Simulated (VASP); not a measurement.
```
BN
1.0
    0.00000     1.83919     1.83919
    1.83919     0.00000     1.83919
    1.83919     1.83919     0.00000
B N
1 1
Cartesian
  0.00000   0.00000   0.00000
  0.91959   0.91959   0.91959
```

All values below come from PBE GGA with D4 dispersion, VASP's PBE PAW potentials (set 64) (plane waves; VASP 6.6.1). Settings: 520 eV cut-off, 12×12×12 Γ-centred mesh, Gaussian smearing of 0.050 eV, potentials B N.

Problem. Give the stress tensor in GPa (positive for a compressed cell).

Solution. 
```
-20.15    0.00    0.00
  0.00  -20.15    0.00
  0.00    0.00  -20.15
```
The pressure is its mean diagonal, -20.15 GPa.

The compound is BN in the zinc blende structure. This cell is one point of a volume scan, at 1.06 of the reference volume.
